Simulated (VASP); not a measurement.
Here is the system:

```
CELL_PARAMETERS angstrom
      2.75733     0.00000     0.00000
      0.00000     2.75733     0.00000
      0.00000     0.00000     2.75733
ATOMIC_POSITIONS crystal
  Cr 0.00000 0.00000 0.00000
  Cr 0.50000 0.50000 0.50000
```

Computed with vdW-DF-cx, VASP's PBE PAW potentials (set 64) (plane waves; VASP). Run with 520 eV cut-off, 13×13×13 Γ-centred mesh, first-order Methfessel-Paxton smearing of 0.10 eV, potentials Cr_pv.

Problem. Give the stress tensor in GPa (positive for a compressed cell).

Solution. 
```
20.14   0.00   0.00
 0.00  20.14   0.00
 0.00   0.00  20.14
```
The pressure is its mean diagonal, 20.14 GPa.

The compound is Cr in the bcc, AFM order structure. This cell is one point of a volume scan, at 0.94 of the reference volume. The run is not spin-polarised, so no magnetic state was tried.
